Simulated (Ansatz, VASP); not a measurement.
# Cross-check of AlPt3C between VASP and Ansatz

One calculation is typed for both programs; each brings its own data sets. How far apart do they land? The cell is taken from a series of runs on this material, whose earlier steps may have relaxed, scaled, displaced or heated it; both programs get it as it stands.

Method: plane waves, with VASP 6.6.1 beside it; single point at PBEsol, in Ansatz 0.2.0.

### 1. Starting point

The structure is orthorhombic, space group Pmma (No. 51). The conventional cell has a = 5.845 Å, b = 4.133 Å, c = 5.845 Å, α = 90.00°, β = 90.00°, γ = 90.00°. Nearest to Al lie 1 Pt at 2.42 Å. Nearest to Pt lie 2 C at 2.13 Å and 1 Al at 2.42 Å. Nearest to Pt lie 2 C at 2.12 Å. Nearest to Pt lie 2 C at 2.02 Å. Nearest to C lie 6 Pt at 2.02 to 2.13 Å. Farther neighbours are not listed.

As a file:

```xyz
10
Lattice="-4.1328 0.0000 0.0000 0.0000 -4.1328 -4.1328 0.0000 -4.1328 4.1328" Properties=species:S:1:pos:R:3 pbc="T T T"
Al    0.0000   -0.0347   -0.0347
Al    0.0000   -4.0981    0.0347
Pt    0.0000   -2.3846    1.7482
Pt    0.0000   -1.7482   -1.7482
Pt   -2.0664   -4.1328    2.0664
Pt   -2.0664   -4.1328   -2.0664
Pt   -2.0664   -2.0664    0.0000
Pt   -2.0664   -6.1991    0.0000
C    -2.0664   -6.1496   -2.0169
C    -2.0664   -2.1159   -2.1159
```

### 2. VASP: single point, PBEsol, pair 1

With cell and atoms fixed, the geometry can't cause a difference; cores, projectors, grids and the points listed under the comparison can.

Lines of VASP's logs that name or quote its potential files are left out, and so is its time.

Contents of INCAR:

```
SYSTEM = AlPt3C
PREC = Accurate
ENCUT = 600
EDIFF = 1E-06
NELM = 120
ISMEAR = 1
SIGMA = 0.2
LREAL = .FALSE.
ALGO = Normal
GGA = PS
NBANDS = 47
LASPH = .TRUE.
LORBIT = 11
LWAVE = .FALSE.
LCHARG = .FALSE.
ISIF = 2
GGA_COMPAT = .FALSE.
KPAR = 2
```

Contents of POSCAR:

```
AlPt3C
1.0
   -4.1327502067      0.0000000000      0.0000000000
    0.0000000000     -4.1327502067     -4.1327502067
    0.0000000000     -4.1327502067      4.1327502067
Al Pt C
2 6 2
Direct
    0.0000000000      0.0083870460      0.0000000000
    0.0000000000      0.4916129540      0.5000000000
    0.0000000000      0.0769942618      0.5000000000
    0.0000000000      0.4230057382      0.0000000000
    0.5000000000      0.2500000000      0.7500000000
    0.5000000000      0.7500000000      0.2500000000
    0.5000000000      0.2500000000      0.2500000000
    0.5000000000      0.7500000000      0.7500000000
    0.5000000000      0.9880181831      0.5000000000
    0.5000000000      0.5119818169      0.0000000000
```

Contents of KPOINTS:

```
Automatic mesh
0
Gamma
10 6 6
0 0 0
```

The projector-augmented-wave data sets are Al, Pt and C (PBE family, release 64).

Run with:

```sh
mpirun -np 2 vasp_std
```

Numbers of over 12 decimals in the logs are rounded to 6 here.

The program printed:

```text
[banner, memory and clock lines left out]
running    2 mpi-ranks, on    1 nodes
 distrk:  each k-point on    1 cores,    2 groups
 distr:  one band on    1 cores,    1 groups

 POSCAR found type information on POSCAR AlPtC
 POSCAR found :  3 types and      10 ions
|                                                                             |
|               ----> ADVICE to this user running VASP <----                  |
|                                                                             |
|     You enforced a specific xc type in the INCAR file but a different       |
|     [... a line on the potential file left out ...]
|     I HOPE YOU KNOW WHAT YOU ARE DOING!                                     |
|                                                                             |

 LDA part: xc-table for (Slater+PW92), standard interpolation
 POSCAR, INCAR and KPOINTS ok, starting setup
 FFT: planning ... GRIDC
 FFT: planning ... GRID_SOFT
 FFT: planning ... GRID
 WAVECAR not read
 entering main loop
       N       E                     dE             d eps       ncg     rms          rms(c)
DAV:   1     0.462510357950E+03    0.46251E+03   -0.39189E+04  9024   0.165E+03
DAV:   2    -0.435557902051E+02   -0.50607E+03   -0.48053E+03  9765   0.331E+02
DAV:   3    -0.721967848152E+02   -0.28641E+02   -0.27702E+02 11249   0.695E+01
DAV:   4    -0.728514961646E+02   -0.65471E+00   -0.65262E+00 10399   0.113E+01
DAV:   5    -0.728647463949E+02   -0.13250E-01   -0.13245E-01 11023   0.158E+00    0.435E+01
DAV:   6    -0.682831541207E+02    0.45816E+01   -0.24084E+01 10789   0.242E+01    0.200E+01
DAV:   7    -0.680033411110E+02    0.27981E+00   -0.47726E+00 10317   0.142E+01    0.117E+01
DAV:   8    -0.678301972381E+02    0.17314E+00   -0.22502E+00 10218   0.111E+01    0.529E+00
DAV:   9    -0.677234003190E+02    0.10680E+00   -0.47685E-01 10171   0.495E+00    0.528E-01
DAV:  10    -0.677207137499E+02    0.26866E-02   -0.35863E-02 10537   0.111E+00    0.332E-01
DAV:  11    -0.677201519790E+02    0.56177E-03   -0.48501E-03 10570   0.461E-01    0.166E-01
DAV:  12    -0.677199245712E+02    0.22741E-03   -0.96376E-04 11141   0.156E-01    0.663E-02
DAV:  13    -0.677199192674E+02    0.53038E-05   -0.13657E-04  9960   0.606E-02    0.225E-02
DAV:  14    -0.677199140719E+02    0.51955E-05   -0.19412E-05 10729   0.192E-02    0.688E-03
DAV:  15    -0.677199141814E+02   -0.10953E-06   -0.20321E-06  7616   0.671E-03
   1 F= -.67719914E+02 E0= -.67723109E+02  d E =0.958389E-02
```

OUTCAR, selected parts (step 2):

```text
ion  position               nearest neighbor table
   1  0.000  0.008  0.000-   4 2.42   5 2.90   7 2.90   5 2.90   7 2.90   6 2.95   6 2.95   8 2.95
                             8 2.95   3 2.95   3 2.95   4 3.42
   2  0.000  0.492  0.500-   3 2.42   5 2.90   7 2.90   5 2.90   7 2.90   6 2.95   6 2.95   8 2.95
                             8 2.95   4 2.95   4 2.95   3 3.42
   3  0.000  0.077  0.500-   9 2.13   9 2.13   2 2.42   5 2.73   5 2.73   7 2.73   7 2.73   1 2.95
                             1 2.95   6 3.17   8 3.17   8 3.17   6 3.17   2 3.42
   4  0.000  0.423  0.000-  10 2.13  10 2.13   1 2.42   5 2.73   5 2.73   7 2.73   7 2.73   2 2.95
                             2 2.95   6 3.17   8 3.17   8 3.17   6 3.17   1 3.42
   5  0.500  0.250  0.750-   9 2.12  10 2.12   3 2.73   4 2.73   3 2.73   4 2.73   1 2.90   2 2.90
                             1 2.90   2 2.90   7 2.92   8 2.92   7 2.92   8 2.92
   6  0.500  0.750  0.250-   9 2.02  10 2.02   7 2.92   8 2.92   8 2.92   7 2.92   1 2.95   2 2.95
                             1 2.95   2 2.95   3 3.17   4 3.17   3 3.17   4 3.17
   7  0.500  0.250  0.250-   9 2.12  10 2.12   3 2.73   4 2.73   3 2.73   4 2.73   1 2.90   2 2.90
                             1 2.90   2 2.90   5 2.92   6 2.92   5 2.92   6 2.92
   8  0.500  0.750  0.750-   9 2.02  10 2.02   5 2.92   6 2.92   6 2.92   5 2.92   1 2.95   2 2.95
                             1 2.95   2 2.95   3 3.17   4 3.17   3 3.17   4 3.17
   9  0.500  0.988  0.500-   6 2.02   8 2.02   7 2.12   5 2.12   3 2.13   3 2.13
  10  0.500  0.512  0.000-   6 2.02   8 2.02   7 2.12   5 2.12   4 2.13   4 2.13

  LATTYP: Found a simple tetragonal cell.
 ALAT       =     5.8445913922
 C/A-ratio  =     0.7071067812

 Subroutine GETGRP returns: Found  8 space group operations
 (whereof  4 operations were pure point group operations)

The static configuration has the point symmetry C_2v.
 The point group associated with its full space group is D_2h.

 Found     96 irreducible k-points:

   k-points           NKPTS =     96   k-points in BZ     NKDIM =     96   number of bands    NBANDS=     47

   dimension x,y,z NGX =    36 NGY =   48 NGZ =   48
   dimension x,y,z NGXF=    72 NGYF=   96 NGZF=   96

   ENCUT  =  600.0 eV  44.10 Ry    6.64 a.u.   8.25 11.67 11.67*2*pi/ulx,y,z

   NELECT =      74.0000    total number of electrons

 k-points in reciprocal lattice and weights: Automatic mesh
   0.00000000  0.00000000  0.00000000       0.003
   0.10000000  0.00000000  0.00000000       0.006
   0.20000000  0.00000000  0.00000000       0.006
   0.30000000  0.00000000  0.00000000       0.006
   0.40000000  0.00000000  0.00000000       0.006
   0.50000000  0.00000000  0.00000000       0.003
   0.00000000  0.16666667  0.00000000       0.006
   0.00000000  0.00000000  0.16666667       0.006
   0.10000000  0.16666667  0.00000000       0.011
[...]
0.40000000  0.50000000  0.50000000       0.006
   0.50000000  0.50000000  0.50000000       0.003

 average (electrostatic) potential at core
       1 -71.1410       2 -71.1410       3 -64.3912       4 -64.3912       5 -64.1501
       6 -64.1147       7 -64.1501       8 -64.1147       9 -46.4628      10 -46.4628

 E-fermi :  10.2112

 k-point     1 :       0.0000    0.0000    0.0000
  band No.  band energies     occupation
    ...
     34       8.9661      2.00000
     35       9.3443      2.00000
     36       9.7416      2.00445
     37       9.8186      2.01800
     38       9.8571      2.03119
     39      11.9106     -0.00000
     40      11.9415     -0.00000
     41      12.0953     -0.00000
     42      12.3862     -0.00000
     43      12.6648     -0.00000
    ...

 k-point     2 :       0.1000    0.0000    0.0000
  band No.  band energies     occupation
    ...
     34       8.9051      2.00000
     35       9.3400      2.00000
     36       9.7545      2.00577
     37       9.8002      2.01334
     38       9.8446      2.02639
     39      11.6493     -0.00000
     40      11.6875     -0.00000
     41      12.0743     -0.00000
     42      12.2181     -0.00000
     43      13.0554     -0.00000
    ...

 k-point     3 :       0.2000    0.0000    0.0000
  band No.  band energies     occupation
    ...
     34       8.7400      2.00000
     35       9.3335      2.00000
     36       9.7341      2.00380
     37       9.7545      2.00576
     38       9.7815      2.00961
     39      11.1500     -0.00000
     40      11.3344     -0.00000
     41      12.5025     -0.00000
     42      12.5318     -0.00000
     43      12.8403     -0.00000
    ...

  Total       -3.3871347      5.6180492      5.6180492      0.0000000      1.4049935      0.0000000
  in kB      -38.4410804     63.7600513     63.7600513      0.0000000     15.9454742      0.0000000
  external PRESSURE =      29.6930074 kB  Pullay stress =       0.0000000 kB

  energy-cutoff  :      600.00
  volume of cell :      141.17
      direct lattice vectors                 reciprocal lattice vectors
    -4.132750207  0.000000000  0.000000000    -0.241969621  0.000000000  0.000000000
     0.000000000 -4.132750207 -4.132750207     0.000000000 -0.120984810 -0.120984810
     0.000000000 -4.132750207  4.132750207     0.000000000 -0.120984810  0.120984810

 POSITION                                       TOTAL-FORCE (eV/Angst)
 -----------------------------------------------------------------------------------
      0.00000     -0.03466     -0.03466         0.000000      0.580440      0.580440
      0.00000     -4.09809      0.03466         0.000000     -0.580440     -0.580440
      0.00000     -2.38457      1.74818         0.000000      0.543550      0.543550
      0.00000     -1.74818     -1.74818         0.000000     -0.543550     -0.543550
     -2.06638     -4.13275      2.06638         0.000000      0.000000      0.000000
     -2.06638     -4.13275     -2.06638         0.000000      0.000000      0.000000
     -2.06638     -2.06638      0.00000         0.000000      0.000000      0.000000
     -2.06638     -6.19913      0.00000         0.000000      0.000000      0.000000
     -2.06638     -6.14961     -2.01686         0.000000     -0.891004     -0.891004
     -2.06638     -2.11589     -2.11589         0.000000      0.891004      0.891004
 -----------------------------------------------------------------------------------
    total drift:                               -0.000000     -0.000000      0.000000

  FREE ENERGIE OF THE ION-ELECTRON SYSTEM (eV)
  ---------------------------------------------------
  free  energy   TOTEN  =       -67.7199141814 eV

  energy  without entropy=      -67.7294980695  energy(sigma->0) =      -67.72310881

 total charge
# of ion       s       p       d       tot
------------------------------------------
    1        0.361   0.300   0.000   0.660
    2        0.361   0.300   0.000   0.660
    3        0.647   0.662   8.223   9.532
    4        0.647   0.662   8.223   9.532
    5        0.620   0.698   8.241   9.559
    6        0.654   0.637   8.195   9.485
    7        0.620   0.698   8.241   9.559
    8        0.654   0.637   8.195   9.485
    9        0.836   1.507   0.000   2.342
   10        0.836   1.507   0.000   2.342
--------------------------------------------------
tot          6.232   7.608  49.318  63.158

[... 3 further parts left out ...]
```

The run ends at a pressure of 2.97 GPa, with forces up to 1.3 eV/Å.

### 3. Ansatz: single point, PBEsol, pair 1

Ansatz runs on its PAW soft_1 files.

The same cell, functional, mesh and smearing now go to Ansatz, which takes its cutoff from its data sets.

Contents of input.yaml:

```yaml
crystal:
  lattice:
    - [-4.1327502067, 0.0, 0.0]
    - [0.0, -4.1327502067, -4.1327502067]
    - [0.0, -4.1327502067, 4.1327502067]
  atoms:
    - { symbol: Al, position: [1.0, 1.008387046, 0.0] }
    - { symbol: Al, position: [1.0, 0.491612954, 0.5] }
    - { symbol: Pt, position: [0.0, 0.0769942618, 0.5] }
    - { symbol: Pt, position: [0.0, 0.4230057382, 0.0] }
    - { symbol: Pt, position: [0.5, 0.25, 0.75] }
    - { symbol: Pt, position: [0.5, 0.75, 0.25] }
    - { symbol: Pt, position: [0.5, 0.25, 0.25] }
    - { symbol: Pt, position: [0.5, 0.75, 0.75] }
    - { symbol: C, position: [0.5, -0.0119818169, 0.5] }
    - { symbol: C, position: [0.5, 0.5119818169, 0.0] }
kpoints:
  mp_grid: { grid: [10, 6, 6] }
hamiltonian:
  xc: pbesol
  pseudopotentials: { kind: paw, azcp: { folder: soft_1 }, xc_functional: pbe }
scf:
  occupations: { method: methfessel_paxton, width: 0.2 }
output:
  forces: true
  stress: true
  eigenvalues: true
```

Run with:

```sh
ansatz run input.yaml --threads 4 --pin off --max-ram 10240MiB --backend cpu --events-out ev --progress --plain --runs-dir out
```

The program printed:

```text
Engine: ansatz 0.2.0, x86_64-unknown-linux-gnu
Pseudopotentials: kind: paw
Pseudopotential: Al, paw, valence charge 3, recommended cutoff 420 eV (normal), soft_1/Al.paw.azcp
Pseudopotential: Pt, paw, valence charge 18, recommended cutoff 420 eV (normal), soft_1/Pt.paw.azcp
Pseudopotential: C, paw, valence charge 4, recommended cutoff 420 eV (normal), soft_1/C.paw.azcp
Functional definition: PBEsol
  exchange = pbesol_x
  correlation = pbesol_c
Crystal: 10 atoms, lattice volume = 141.172 Å³
Basis set: ecut = 420 eV, 2729 PW (Γ), exchange–correlation on 60×80×80 points (8 copies of the dense FFT grid, shifted against one another)
Bands: 74, of which v1, the nominal top of the filled ones, is band 61 counted from 1 (60 counted from 0)
Symmetry: 8 space group operations
Space group: Pmma (ITA 51), of the structure as read, at distance tolerance 5.2e-5 Å
k-points: 96 of 360
Non-local potential: Al, projectors of the file, l = 0: 2, l = 1: 2, l = 2: 1
Non-local potential: Pt, projectors of the file, l = 0: 3, l = 1: 2, l = 2: 2, l = 3: 1
Non-local potential: C, projectors of the file, l = 0: 2, l = 1: 2, l = 2: 1
PAW form: soft (Blöchl's): semilocal exchange-correlation on the pseudo side does not see the compensation charge
PAW frozen core: Al, regenerated for the run's functional, and the local potential with it (the file was generated under x = pbe(κ = 0.804, μ = 0.219515), c = pbe(β = 0.066725))
PAW frozen core: Pt, regenerated for the run's functional, and the local potential with it (the file was generated under x = pbe(κ = 0.804, μ = 0.219515), c = pbe(β = 0.066725))
PAW frozen core: C, regenerated for the run's functional, and the local potential with it (the file was generated under x = pbe(κ = 0.804, μ = 0.219515), c = pbe(β = 0.066725))
PAW one-centre angular grid: Al, 110 points (default); XC on 64 Gauss nodes
PAW one-centre angular grid: Pt, 590 points (default); XC on 64 Gauss nodes
PAW one-centre angular grid: C, 110 points (default); XC on 64 Gauss nodes
Initial density: superposition of atomic densities (chi_scale 0.1, normalization cell, long waves kept (reshape's long-wave potential 0.00 eV rms))
Initial wavefunctions: pseudopotential atomic-orbital guess
Functional: x = pbesol(κ = 0.804, μ = 0.123457), c = pbesol(β = 0.046)
SCF iter   1: F=—  HF=-75857.572881 eV  |F-HF|=—  |Δ(HF+E_count)|=         —  Δρ=1.04e-1  dr2=1.73e1  ethr=3.10e-3  ⟨swp⟩=5.0  Hψ=24094  notcnv=0
preconditioner: auto → Kerker (q_TF=auto, 2.663 Å⁻¹)  [metal: Δε(μ)=0.001 eV  Ē_g=8.046 eV  σ=0.200 eV  W_gap=0.00  n_scr=46 (ndim 8)  ℏωp=26.9 eV  f_vac=0.000  D(μ)=5.75/eV (n_scr^D=46)]
SCF iter   2: F=—  HF=-75854.267244 eV  |F-HF|=—  |Δ(HF+E_count)|=    3.31e0  S|Δr|=    0.00e0  Δρ=5.00e-2  dr2=4.02e0  ethr=3.10e-3  ⟨swp⟩=2.0  Hψ=11872  notcnv=0  defer=373
SCF iter   3: F=—  HF=-75853.251180 eV  |F-HF|=—  |Δ(HF+E_count)|=    1.02e0  S|Δr|=    0.00e0  Δρ=7.83e-3  dr2=7.63e-2  ethr=3.10e-3  ⟨swp⟩=2.0  Hψ=11117  notcnv=0  defer=373
SCF iter   4: F=—  HF=-75853.234225 eV  |F-HF|=—  |Δ(HF+E_count)|=   1.70e-2  S|Δr|=    0.00e0  Δρ=1.48e-3  dr2=4.79e-3  ethr=6.26e-5  ⟨swp⟩=1.2  Hψ=8794  notcnv=0  defer=361
SCF iter   5: F=—  HF=-75853.233463 eV  |F-HF|=—  |Δ(HF+E_count)|=   7.62e-4  S|Δr|=    0.00e0  Δρ=4.70e-4  dr2=7.31e-4  ethr=3.92e-6  ⟨swp⟩=1.8  Hψ=8257  notcnv=0  defer=361
SCF iter   6: F=—  HF=-75853.233279 eV  |F-HF|=—  |Δ(HF+E_count)|=   1.85e-4  S|Δr|=    0.00e0  Δρ=1.09e-4  dr2=5.90e-5  ethr=5.99e-7  ⟨swp⟩=2.1  Hψ=9173  notcnv=0  defer=361
SCF iter   7: F=—  HF=-75853.233236 eV  |F-HF|=—  |Δ(HF+E_count)|=   4.30e-5  S|Δr|=    0.00e0  Δρ=3.20e-5  dr2=5.09e-6  ethr=4.84e-8  ⟨swp⟩=2.0  Hψ=8654  notcnv=0  defer=361
SCF iter   8: F=—  HF=-75853.233235 eV  |F-HF|=—  |Δ(HF+E_count)|=   8.32e-7  S|Δr|=    0.00e0  Δρ=9.78e-6  dr2=4.34e-7  ethr=4.17e-9  ⟨swp⟩=2.2  Hψ=9671  notcnv=0  defer=361
SCF iter   9: F=-75853.233235 eV  HF=-75853.233235 eV  |F-HF|=1.00e-8  |Δ(HF+E_count)|=   7.76e-8  S|Δr|=    0.00e0  Δρ=2.46e-6  dr2=1.49e-8  ethr=8.20e-11  ⟨swp⟩=9.9  Hψ=27238  notcnv=0
SCF 1 converged in 9 iterations: F = -75853.233235 eV  dr2 = 1.49e-8
  greatest PAW one-centre occupation: 1.000 electrons in one spin orbital (limit 2), on the Pt atom at site 3 (counted from 0), in its partial waves of l = 0
SCF converged after 9 iterations
Stability not checked: this state was not tested for a lower state beside it, because cold or Methfessel-Paxton smearing, or corrected tetrahedra, fill the levels in a way that the test cannot read (fill_not_monotonic; see scf.lower_state_search)
Free energy (F): -75853.233235 eV
Harris-Foulkes:  -75853.233235 eV  (|F-HF|=1.00e-8)
Internal energy: -75853.242078 eV  (E = F + TS)
E sigma→0 (E₀):  -75853.235446 eV
Entropy (-TS):   0.008843 eV (0.884 meV/atom)
Fermi energy:    18.250336 eV
Step filling:    the computed levels leave a gap of 0.0138 eV = 0.1 smearing widths at the electron count; against every level under it full and every level over it empty, smearing changes F+E_penalty+E_count by +3.179 meV and its σ→0 estimate by +0.968 meV
--- Per-component energies (eV) ---
  E_band       = -1246.308517
  E_kinetic    = 3810.242302
  E_local      = -12755.955685  (includes V_loc(G=0)·N_el)
  E_nonlocal   = 1310.055935
  E_hartree    = 5068.285358
  E_xc         = -1556.546399
  E_vxc        = -1802.876543  (∫ρ·V_xc dr)
  E_paw        = -57181.953979  (= ΣΔE_a)
  E_vpaw       = -1944.349253  (= ΣTr[D̂ρ^β])
  E_aug_tail   = 0.006524  (compensation charges beyond the density's cutoff)
  E_ewald      = -14549.178800
  E_core_change = 1.802667  (= ΣΔE_core)
  E_smearing   = 0.008843  (= −TS)
  E_closure    = 0.000000  (closes the sum)
  Σ components = -75853.233235   (vs F -75853.233235, Δ=0.00e0)
--- Forces (eV/Å), atoms counted from 1 ---
  atom   1  Al     0.00000000     0.57219547     0.57219547
  atom   2  Al     0.00000000    -0.57219547    -0.57219547
  atom   3  Pt     0.00000000     0.54679828     0.54679828
  atom   4  Pt     0.00000000    -0.54679828    -0.54679828
  atom   5  Pt     0.00000000     0.00000000     0.00000000
  atom   6  Pt     0.00000000    -0.00000000     0.00000000
  atom   7  Pt     0.00000000     0.00000000     0.00000000
  atom   8  Pt     0.00000000    -0.00000000     0.00000000
  atom   9  C      0.00000000    -0.88439473    -0.88439473
  atom  10  C      0.00000000     0.88439473     0.88439473
  max |Σ_I F_I| component: 3.33e-16 eV/Å
--- Stress (GPa, compression-positive) ---
       -3.915623       0.000000      -0.000000
        0.000000       6.171487       1.577644
       -0.000000       1.577644       6.171487
  P = ⅓ Tr σ = 2.8091 GPa (28.091 kbar)
--- Band table (eV; the first three rows and the last of 96) ---
  k-point 0: bands = [... 57 lower, 16.9907, 17.3801, 17.7829, 17.8515, 17.8882, 19.9430, 19.9766, 20.1317, ... 9 higher]
  k-point 1: bands = [... 57 lower, 16.8662, 17.5138, 17.8947, 18.0103, 18.0222, 19.5178, 20.0175, 20.3194, ... 9 higher]
  k-point 2: bands = [... 57 lower, 16.5111, 17.7797, 17.9078, 18.3955, 18.6616, 19.0213, 20.1161, 20.4735, ... 9 higher]
  k-point 95: bands = [... 57 lower, 16.6930, 17.2519, 17.2519, 17.5747, 17.5747, 18.8544, 18.8544, 21.1392, ... 9 higher]
```

The run ends at a pressure of 2.81 GPa, with forces up to 1.3 eV/Å.

[end of part 1 of 2]

[Lines on the potential files, build, host, timing and source positions are cut from VASP's logs without a mark.]

[Logs are printed without paths, hosts, clocks, repeated set-up lines and the standing remarks that a program may print on its own settings, such as how far it seeks lower states.]

[Hosts, paths, dates, database ids (printed as entryN), source tags and the programs' standing remarks are cut or masked in the printed files.]
